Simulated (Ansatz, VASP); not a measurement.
# Cross-check of H10C4O between VASP and Ansatz

Aim: how closely do two programs agree when they are given the same cell, functional and k mesh? Of the first pair: The structure shown is frame 267 of Ansatz's trajectory.

Calculated with Ansatz 0.2.0; plane waves, with VASP 6.6.1 beside it; single point at LDA.

### Step 1. Starting point

The cell holds 75 atoms: 20 C, 5 O and 50 H. Its edges and angles: a = 9.535 Å, b = 9.535 Å, c = 9.535 Å, α = 90.0°, β = 90.0°, γ = 90.0°. As first built, before any earlier steps moved the atoms (in the runner's words): 5 diethyl ether placed at random, at 0.71 g/cm^3; overlaps pushed apart, then 10 ps at 450 K with MMFF94 bonds, angles, torsions, charges and radii (Halgren, J. Comput. Chem. 17, 490 (1996)) in harmonic and 12-6 forms. Snapshot after 20 ps at 300 K and fixed volume.

### Step 2. Ansatz: dynamics, LDA

Ansatz runs on its default PAW (the set named soft_2) files.

One frame of this run of dynamics is then solved in both programs, so the motion causes no difference.

File input.yaml:

```yaml
crystal:
  lattice:
    - [9.53465, 0.0, 0.0]
    - [0.0, 9.53465, 0.0]
    - [0.0, 0.0, 9.53465]
  atoms:
    - { symbol: C, position: [0.90982, 0.08928, 0.76188] }
    - { symbol: C, position: [0.00141, 0.96622, 0.71679] }
    - { symbol: O, position: [0.93226, 0.91155, 0.59629] }
    - { symbol: C, position: [0.00547, 0.79476, 0.53692] }
    - { symbol: C, position: [0.92773, 0.72963, 0.41962] }
    - { symbol: H, position: [0.94988, 0.13118, 0.86349] }
    - { symbol: H, position: [0.80579, 0.04791, 0.77848] }
    - { symbol: H, position: [0.90097, 0.17142, 0.68424] }
    - { symbol: H, position: [0.10781, 0.99553, 0.69251] }
    - { symbol: H, position: [0.00142, 0.87728, 0.79961] }
    - { symbol: H, position: [0.03947, 0.71704, 0.62227] }
    - { symbol: H, position: [0.09666, 0.83266, 0.48959] }
    - { symbol: H, position: [0.87628, 0.81587, 0.36512] }
    - { symbol: H, position: [0.84462, 0.66472, 0.4613] }
    - { symbol: H, position: [0.00183, 0.66709, 0.35383] }
    - { symbol: C, position: [0.11735, 0.35638, 0.34735] }
    - { symbol: C, position: [0.20413, 0.23179, 0.28522] }
    - { symbol: O, position: [0.15208, 0.21287, 0.15019] }
    - { symbol: C, position: [0.23142, 0.10233, 0.09013] }
    - { symbol: C, position: [0.15561, 0.96098, 0.10016] }
    - { symbol: H, position: [0.12911, 0.44452, 0.27939] }
    - { symbol: H, position: [0.16025, 0.37248, 0.45112] }
    - { symbol: H, position: [0.0014, 0.3401, 0.35316] }
    - { symbol: H, position: [0.31338, 0.26786, 0.2827] }
    - { symbol: H, position: [0.18282, 0.1406, 0.35294] }
    - { symbol: H, position: [0.34111, 0.09853, 0.11578] }
    - { symbol: H, position: [0.22517, 0.14071, 0.97988] }
    - { symbol: H, position: [0.19504, 0.87453, 0.04089] }
    - { symbol: H, position: [0.04108, 0.96821, 0.06077] }
    - { symbol: H, position: [0.14258, 0.93621, 0.21301] }
    - { symbol: C, position: [0.57516, 0.34336, 0.48179] }
    - { symbol: C, position: [0.67814, 0.23405, 0.43805] }
    - { symbol: O, position: [0.65876, 0.2213, 0.28538] }
    - { symbol: C, position: [0.75129, 0.11921, 0.23544] }
    - { symbol: C, position: [0.76454, 0.14379, 0.07879] }
    - { symbol: H, position: [0.46993, 0.3089, 0.47539] }
    - { symbol: H, position: [0.58748, 0.43935, 0.42256] }
    - { symbol: H, position: [0.59427, 0.3565, 0.59745] }
    - { symbol: H, position: [0.78467, 0.27684, 0.43912] }
    - { symbol: H, position: [0.68449, 0.13423, 0.49206] }
    - { symbol: H, position: [0.70126, 0.01336, 0.25329] }
    - { symbol: H, position: [0.85325, 0.1224, 0.28249] }
    - { symbol: H, position: [0.82004, 0.24109, 0.05952] }
    - { symbol: H, position: [0.65732, 0.15454, 0.02485] }
    - { symbol: H, position: [0.81924, 0.05038, 0.04226] }
    - { symbol: C, position: [0.46525, 0.01214, 0.72556] }
    - { symbol: C, position: [0.53158, 0.87195, 0.73588] }
    - { symbol: O, position: [0.41858, 0.77387, 0.73242] }
    - { symbol: C, position: [0.48002, 0.63913, 0.73073] }
    - { symbol: C, position: [0.3749, 0.53336, 0.66906] }
    - { symbol: H, position: [0.39911, 0.02174, 0.64019] }
    - { symbol: H, position: [0.55043, 0.08939, 0.70428] }
    - { symbol: H, position: [0.4058, 0.03208, 0.82033] }
    - { symbol: H, position: [0.60307, 0.85999, 0.64693] }
    - { symbol: H, position: [0.60559, 0.85756, 0.8239] }
    - { symbol: H, position: [0.50217, 0.60762, 0.84357] }
    - { symbol: H, position: [0.57444, 0.63689, 0.66306] }
    - { symbol: H, position: [0.36732, 0.54754, 0.55738] }
    - { symbol: H, position: [0.26907, 0.55637, 0.72104] }
    - { symbol: H, position: [0.39326, 0.43101, 0.70135] }
    - { symbol: C, position: [0.81214, 0.5435, 0.911] }
    - { symbol: C, position: [0.77546, 0.57984, 0.06358] }
    - { symbol: O, position: [0.64228, 0.64529, 0.05387] }
    - { symbol: C, position: [0.55878, 0.60805, 0.17445] }
    - { symbol: C, position: [0.42538, 0.69356, 0.1563] }
    - { symbol: H, position: [0.77713, 0.62059, 0.83816] }
    - { symbol: H, position: [0.76398, 0.44578, 0.8712] }
    - { symbol: H, position: [0.92788, 0.52994, 0.90046] }
    - { symbol: H, position: [0.77707, 0.49218, 0.13285] }
    - { symbol: H, position: [0.85775, 0.65632, 0.0998] }
    - { symbol: H, position: [0.60901, 0.63598, 0.26875] }
    - { symbol: H, position: [0.52856, 0.49708, 0.17331] }
    - { symbol: H, position: [0.35604, 0.68026, 0.24362] }
    - { symbol: H, position: [0.37563, 0.67076, 0.05731] }
    - { symbol: H, position: [0.45398, 0.80471, 0.14607] }
kpoints:
  mp_grid: { grid: [1, 1, 1] }
hamiltonian:
  xc: lda
scf:
  occupations: { method: fixed }
output:
  forces: true
md:
  timestep: 0.5
  n_steps: 800
  ensemble: nvt_langevin
  temperature: 300
  initial_velocities: maxwell_boltzmann
  seed: 4744
```

The run is started by

```sh
$ ansatz run input.yaml --threads 4 --pin off --max-ram 8192MiB --backend cpu --events-out ev --progress --plain --runs-dir out
```

Numbers of over 12 decimals in the logs are rounded to 6 here.

What it wrote:

```text
Warning: md: disabling space-group detection — thermal motion breaks the input geometry's symmetry, so no spatial operation reduces the k-mesh or symmetrises the density; time reversal is kept, so that k and −k are solved as one point where they differ and the mesh holds both, and exact exchange and, on two spinor components, a DFT+U term hold to it where the run has them: on two components no moment then forms, and  [...]
Engine: ansatz 0.2.0, aarch64-unknown-linux-gnu
Pseudopotentials: kind: paw
Pseudopotential: C, paw, valence charge 4, recommended cutoff 420 eV (normal), C.paw.azcp
Pseudopotential: O, paw, valence charge 6, recommended cutoff 420 eV (normal), O.paw.azcp
Pseudopotential: H, paw, valence charge 1, recommended cutoff 420 eV (normal), H.paw.azcp
Functional definition: SPW92
  exchange = slater_x
  correlation = pw_c
Crystal: 75 atoms, lattice volume = 866.791 Å³
Basis set: ecut = 420 eV, 16879 PW (Γ)
Bands: 155, of which v1, the nominal top of the filled ones, is band 80 counted from 1 (79 counted from 0)
Symmetry: 1 space group operations
k-points: 1
Non-local potential: C, projectors of the file, l = 0: 2, l = 1: 2, l = 2: 1
Non-local potential: O, projectors of the file, l = 0: 2, l = 1: 2, l = 2: 1
Non-local potential: H, projectors of the file, l = 0: 2, l = 1: 1
PAW form: soft (Blöchl's): semilocal exchange-correlation on the pseudo side does not see the compensation charge
PAW frozen core: C, regenerated for the run's functional, and the local potential with it (the file was generated under x = pbe(κ = 0.804, μ = 0.219515), c = pbe(β = 0.066725))
PAW frozen core: O, regenerated for the run's functional, and the local potential with it (the file was generated under x = pbe(κ = 0.804, μ = 0.219515), c = pbe(β = 0.066725))
PAW one-centre angular grid: C, 110 points (default); XC on 64 Gauss nodes
PAW one-centre angular grid: O, 110 points (default); XC on 64 Gauss nodes
PAW one-centre angular grid: H, 110 points (default); XC on 64 Gauss nodes
Initial density: superposition of atomic densities (neutral atoms: chi_scale 0, normalization atom), corrected by the library's trained network
Initial wavefunctions: pseudopotential atomic-orbital guess
Functional: x = slater, c = lda
SCF iter   1: F=—  HF=-8417.611020 eV  |F-HF|=—  |Δ(HF+E_count)|=         —  Δρ=8.84e-3  dr2=5.39e-1  ethr=1.77e-3  ⟨swp⟩=5.0  Hψ=499  notcnv=0  defer=72
preconditioner: auto → Resta (q_TF=auto, 2.059 Å⁻¹)  ε∞=2.1  [insulator: Δε(μ)=4.279 eV  Ē_g=14.437 eV  n_scr=122 (ndim 8)  ℏωp=15.4 eV  f_vac=0.310  ε∞_Penn≈2.1]
SCF iter   2: F=—  HF=-8417.466040 eV  |F-HF|=—  |Δ(HF+E_count)|=   1.45e-1  Δρ=3.37e-3  dr2=8.06e-2  ethr=3.37e-4  ⟨swp⟩=3.0  Hψ=241  notcnv=0  defer=73
SCF iter   3: F=—  HF=-8417.456047 eV  |F-HF|=—  |Δ(HF+E_count)|=   9.99e-3  Δρ=1.14e-3  dr2=1.11e-2  ethr=5.04e-5  ⟨swp⟩=3.0  Hψ=144  notcnv=0  defer=17
automatic band count: iteration 3 solves 99 bands in place of 155: the levels show a gap, and the empty bands left out lie too high to hold charge; the band table lists the bands solved (type scf.n_extra_bands for more)
SCF iter   4: F=—  HF=-8417.458918 eV  |F-HF|=—  |Δ(HF+E_count)|=   2.87e-3  Δρ=5.95e-4  dr2=2.96e-3  ethr=6.96e-6  ⟨swp⟩=4.0  Hψ=171  notcnv=0  defer=17
SCF iter   5: F=—  HF=-8417.459208 eV  |F-HF|=—  |Δ(HF+E_count)|=   2.89e-4  Δρ=1.61e-4  dr2=3.67e-4  ethr=1.85e-6  ⟨swp⟩=2.0  Hψ=168  notcnv=0  defer=17
SCF iter   6: F=—  HF=-8417.459645 eV  |F-HF|=—  |Δ(HF+E_count)|=   4.37e-4  Δρ=4.17e-5  dr2=2.60e-5  ethr=2.29e-7  ⟨swp⟩=2.0  Hψ=164  notcnv=0  defer=17
SCF iter   7: F=—  HF=-8417.460465 eV  |F-HF|=—  |Δ(HF+E_count)|=   8.21e-4  Δρ=2.29e-5  dr2=4.66e-6  ethr=1.63e-8  ⟨swp⟩=2.0  Hψ=179  notcnv=0  defer=17
SCF iter   8: F=—  HF=-8417.460467 eV  |F-HF|=—  |Δ(HF+E_count)|=   1.94e-6  Δρ=8.92e-6  dr2=6.21e-7  ethr=2.91e-9  ⟨swp⟩=2.0  Hψ=165  notcnv=0  defer=17
SCF iter   9: F=—  HF=-8417.460468 eV  |F-HF|=—  |Δ(HF+E_count)|=   4.23e-7  Δρ=3.13e-6  dr2=9.68e-8  ethr=3.88e-10  ⟨swp⟩=2.0  Hψ=165  notcnv=0  defer=17
SCF iter  10: F=-8417.460468 eV  HF=-8417.460468 eV  |F-HF|=1.40e-8  |Δ(HF+E_count)|=   8.66e-8  Δρ=6.38e-7  dr2=6.40e-9  ethr=4.69e-11  ⟨swp⟩=4.0  Hψ=317  notcnv=0
SCF 1 converged in 10 iterations: F = -8417.460468 eV  dr2 = 6.40e-9
  greatest PAW one-centre occupation: 0.861 electrons in one spin orbital (limit 2), on the O atom at site 17 (counted from 0), in its partial waves of l = 0
md step     0: t =     0.00 fs  T =   296.0 K  F+E_penalty+E_count = -8417.46046791 eV  E_kin = 2.869572 eV  (10 SCF iters)
[... from here on, the SCF cycles and remarks between the steps are left out ...]
md step   793: t =   396.50 fs  T =   253.8 K  F+E_penalty+E_count = -8417.69373877 eV  E_kin = 2.460565 eV  (5 SCF iters)
md step   794: t =   397.00 fs  T =   248.0 K  F+E_penalty+E_count = -8417.70641179 eV  E_kin = 2.404464 eV  (5 SCF iters)
md step   795: t =   397.50 fs  T =   248.3 K  F+E_penalty+E_count = -8417.74198094 eV  E_kin = 2.407288 eV  (5 SCF iters)
md step   796: t =   398.00 fs  T =   252.0 K  F+E_penalty+E_count = -8417.80655994 eV  E_kin = 2.442607 eV  (5 SCF iters)
md step   797: t =   398.50 fs  T =   262.9 K  F+E_penalty+E_count = -8417.90014535 eV  E_kin = 2.548969 eV  (5 SCF iters)
md step   798: t =   399.00 fs  T =   274.3 K  F+E_penalty+E_count = -8418.00633569 eV  E_kin = 2.658839 eV  (5 SCF iters)
md step   799: t =   399.50 fs  T =   285.0 K  F+E_penalty+E_count = -8418.11568907 eV  E_kin = 2.763346 eV  (5 SCF iters)
md step   800: t =   400.00 fs  T =   296.8 K  F+E_penalty+E_count = -8418.21988607 eV  E_kin = 2.877670 eV  (8 SCF iters)
SCF converged after 8 iterations
Free energy (F): -8418.219886 eV
Harris-Foulkes:  -8418.219886 eV  (|F-HF|=1.36e-8)
Internal energy: -8418.219886 eV  (E = F + TS)
E sigma→0 (E₀):  -8418.219886 eV
Fermi energy:    -2.048927 eV
--- Per-component energies (eV) ---
  E_band       = -1399.088500
  E_kinetic    = 3380.471933
  E_local      = -13046.097223  (includes V_loc(G=0)·N_el)
  E_nonlocal   = 895.744062
  E_hartree    = 4977.924600
  E_xc         = -1744.224499
  E_vxc        = -2211.335751  (∫ρ·V_xc dr)
  E_paw        = -2601.949815  (= ΣΔE_a)
  E_vpaw       = -373.670927  (= ΣTr[D̂ρ^β])
  E_aug_tail   = -0.053033  (compensation charges beyond the density's cutoff)
  E_ewald      = -281.777169
  E_core_change = 1.741258  (= ΣΔE_core)
  E_smearing   = -0.000000  (= −TS)
  E_closure    = -0.000000  (closes the sum)
  Σ components = -8418.219886   (vs F -8418.219886, Δ=0.00e0)
--- Forces (eV/Å), atoms counted from 1 ---
  atom   1  C     -1.46737683    -0.84448864     0.53221969
  atom   2  C      0.21403759    -0.51607786     0.98974942
  atom   3  O      0.53474680    -1.25486275    -0.77811425
  atom   4  C      0.24876315     1.69592884     0.00884188
  atom   5  C      0.07813340    -1.49774442     0.55581821
  atom   6  H      0.03913614    -0.28725202     0.27063041
  atom   7  H      0.81879166     0.38956696     0.17558546
  atom   8  H      0.46273310     0.92898983    -1.01530433
  atom   9  H     -0.72809475     0.11288405    -0.42826799
  atom  10  H      0.21789429     0.47256337    -0.09527144
  atom  11  H     -0.32134680    -0.49548715     0.30966330
  atom  12  H      0.02738584    -0.17472500    -0.29993683
  atom  13  H      0.25712657     0.92100110    -0.78829808
  atom  14  H     -0.57371173    -0.06407114     0.00782112
  atom  15  H      0.04196138     0.70196783     0.47265319
  atom  16  C     -1.04142782     2.96372119    -1.52166240
  atom  17  C      1.19173822    -0.01678859    -1.44301319
  atom  18  O     -0.33725765     0.83558755     1.06956016
  atom  19  C      0.47171691    -1.92712331     0.75616145
  atom  20  C     -0.96807210     0.48226197     0.34338078
  atom  21  H     -1.12939892    -1.57638970     0.33181418
  atom  22  H      0.38374188    -0.56609141     1.49575332
  atom  23  H      1.90299016    -1.00059474    -0.39225282
  atom  24  H     -1.29042908    -0.03300911     0.39245160
[...]
atom  68  H      0.69351250    -0.32598265     0.27885259
  atom  69  H      0.42031377     0.37681784    -0.10689030
  atom  70  H     -0.79836775    -1.04101309    -0.62438089
  atom  71  H     -0.64171494    -0.19528041    -0.60179002
  atom  72  H     -0.18380824    -0.91987588     0.55475585
  atom  73  H     -0.38013514    -0.11011216     0.49042841
  atom  74  H      0.28019022     0.11215315     0.29917794
  atom  75  H      0.53935036     0.32219461    -0.27632655
  max |Σ_I F_I| component: 8.20e-5 eV/Å
--- MD trajectory: 800 steps, t = 0.0 → 400.0 fs ---
  final state: T = 296.8 K   F+E_penalty+E_count = -8418.21988607 eV   E_kin = 2.877670 eV
```

### Step 3. VASP: single point, LDA, pair 1

The same cell, functional (in two slightly different forms) and mesh now go to VASP, with its own data sets.

Lines of VASP's logs that name or quote its potential files are left out, and so is its time.

File INCAR:

```
SYSTEM = H10C4O
PREC = Accurate
ENCUT = 520
EDIFF = 1E-06
NELM = 120
ISMEAR = 0
SIGMA = 0.01
LREAL = Auto
ALGO = Normal
GGA = PW92
NBANDS = 136
LORBIT = 11
LWAVE = .FALSE.
LCHARG = .FALSE.
ISIF = 2
LASPH = .TRUE.
GGA_COMPAT = .FALSE.
EFERMI = MIDGAP
NCORE = 2
```

File POSCAR:

```
H10C4O
1.0
    9.5346500000      0.0000000000      0.0000000000
    0.0000000000      9.5346500000      0.0000000000
    0.0000000000      0.0000000000      9.5346500000
C O H
20 5 50
Direct
    0.8732465271      0.1287619367      0.7474317358
    0.9807124540      0.0330111750      0.6866429287
    0.0081597122      0.8611328156      0.5164950995
    0.9510050185      0.7939043384      0.3876807224
    0.1298317190      0.3117576419      0.3285175649
    0.2037725559      0.1939557299      0.2673302114
    0.2376489960      0.0738988846      0.0632220375
    0.1425642263      0.9474810297      0.0749896430
    0.5487458900      0.3145894186      0.4807308082
    0.6511932792      0.2234481601      0.4147189462
    0.7277246674      0.0994373155      0.2184663307
    0.6951487469      0.0873236039      0.0650259842
    0.4862475288      0.0395924339      0.6894327532
    0.5610903389      0.9085073915      0.7289203065
    0.5249379893      0.6617023173      0.7323289266
    0.3938162387      0.5721237801      0.7205613211
    0.8192434961      0.5277487899      0.9335843476
    0.7389783579      0.5348492079      0.0684136282
    0.5550911675      0.6778749089      0.1761784649
    0.4126947502      0.7356116900      0.1477138647
    0.9122306535      0.9389122831      0.5884536926
    0.1989690235      0.2021469063      0.1172565328
    0.6498927596      0.2112505441      0.2694278238
    0.4807727604      0.7954565716      0.6789132270
    0.6237774853      0.6269134158      0.0537093653
    0.9153456079      0.1881453436      0.8350909577
    0.7797978950      0.0761957702      0.7955404761
    0.8371361298      0.2015910390      0.6665478020
    0.0667460263      0.0974603158      0.6267770710
    0.0400434206      0.9684781298      0.7559270660
    0.0422668897      0.7771339273      0.5839438259
    0.0982626525      0.9308469634      0.4789793018
    0.9413035612      0.8783647014      0.3039230596
    0.8468480752      0.7450299696      0.4047028470
    0.0319151726      0.7193237298      0.3519793595
    0.1858379699      0.4073982789      0.2963297027
    0.1337227900      0.3077721783      0.4389463693
    0.0235876514      0.3257277404      0.3029476698
    0.3195607600      0.1889109721      0.2929315706
    0.1674838615      0.0940359636      0.3092405070
    0.3478575511      0.0466823638      0.1143093873
    0.2670575218      0.0916551735      0.9484983717
    0.1968189708      0.8674676050      0.0219829779
    0.0407670969      0.9710477049      0.0197280446
    0.1058140571      0.9013545332      0.1766504277
    0.4386317274      0.3109185969      0.4458684902
    0.5834718632      0.4231618360      0.4479870787
    0.5545877405      0.3102054087      0.5953653254
    0.7531057773      0.2466687293      0.4499063940
    0.6411457159      0.1116559077      0.4572165732
    0.6958199829      0.9962662499      0.2738537859
    0.8393700870      0.1135332708      0.2293948913
    0.7456173011      0.1639703607      0.9975772577
    0.5758470421      0.0798770799      0.0611454012
    0.7404047343      0.9889770469      0.0291777884
    0.4918062016      0.0431793511      0.5804932536
    0.5396946925      0.1247764732      0.7469912372
    0.3730603640      0.0354181853      0.7181071146
    0.6771407445      0.9015642944      0.6829301548
    0.5627369646      0.8920411342      0.8463131840
    0.5793290787      0.6892754322      0.8378283419
    0.6104156943      0.6229594164      0.6639782268
    0.3436413502      0.5591605355      0.6187327275
    0.3075729051      0.6144431101      0.7868563607
    0.4050384650      0.4650826197      0.7666983057
    0.8394225273      0.6291473730      0.9001588941
    0.7703166870      0.4579717137      0.8626430965
    0.9242499725      0.4821781607      0.9577383543
    0.6933657764      0.4305559197      0.0976648330
    0.8064585486      0.5892088330      0.1461301673
    0.6387649258      0.7515745203      0.2240564677
    0.5527523297      0.5908030185      0.2505283361
    0.3529127970      0.7800705847      0.2337684131
    0.3524513223      0.6525567273      0.1002973366
    0.4214103297      0.8271934471      0.0767621255
```

File KPOINTS:

```
Automatic mesh
0
Gamma
1 1 1
0 0 0
```

PAW data sets: C, O and H (LDA family, release 64).

The run is started by

```sh
$ mpirun -np 8 vasp_gam
```

What it wrote:

```text
[banner, memory and clock lines left out]
running    8 mpi-ranks, on    1 nodes
[...]
|                                                                             |
|               ----> ADVICE to this user running VASP <----                  |
|                                                                             |
|     You enforced a specific xc type in the INCAR file but a different       |
|     [... a line on the potential file left out ...]
|     I HOPE YOU KNOW WHAT YOU ARE DOING!                                     |
|                                                                             |

 LDA part: xc-table for (Slater(with rela. corr.)+PW92), standard interpolation
 POSCAR, INCAR and KPOINTS ok, starting setup
[...]
entering main loop
       N       E                     dE             d eps       ncg     rms          rms(c)
DAV:   1     0.993406812584E+03    0.99341E+03   -0.76402E+04   272   0.104E+03
DAV:   2    -0.324565621175E+03   -0.13180E+04   -0.12399E+04   352   0.242E+02
DAV:   3    -0.461468613066E+03   -0.13690E+03   -0.13575E+03   344   0.799E+01
DAV:   4    -0.465185853936E+03   -0.37172E+01   -0.37045E+01   352   0.151E+01
[...]
DAV:  17    -0.418403405673E+03   -0.21465E-04   -0.39779E-05   328   0.180E-02    0.861E-03
DAV:  18    -0.418403408719E+03   -0.30461E-05   -0.63118E-06   320   0.783E-03    0.332E-03
DAV:  19    -0.418403409662E+03   -0.94320E-06   -0.21027E-06   296   0.386E-03
   1 F= -.41840341E+03 E0= -.41840341E+03  d E =0.000000E+00
```

From OUTCAR (step 3):

```text
  FREE ENERGIE OF THE ION-ELECTRON SYSTEM (eV)
  ---------------------------------------------------
  free  energy   TOTEN  =      -418.4034096620 eV

  energy  without entropy=     -418.4034096620  energy(sigma->0) =     -418.40340966

[... 1 further part left out ...]
```

The run ends at a pressure of 0.25 GPa, with forces up to 3.6 eV/Å.

(Part 1 of 3 ends here.)

[Lines on the potential files, build, host, timing and source positions are cut from VASP's logs without a mark.]

[Logs are printed without paths, hosts, clocks, repeated set-up lines and the standing remarks that a program may print on its own settings, such as how far it seeks lower states.]

[Hosts, paths, dates, database ids (printed as entryN), source tags and the programs' standing remarks are cut or masked in the printed files.]

[The MMFF94 radii named for the starting cell were scaled by 0.96; in molecules described by MMFF94, hydrogen bound to N, O or S took a small fixed 12-6 site in their place.]
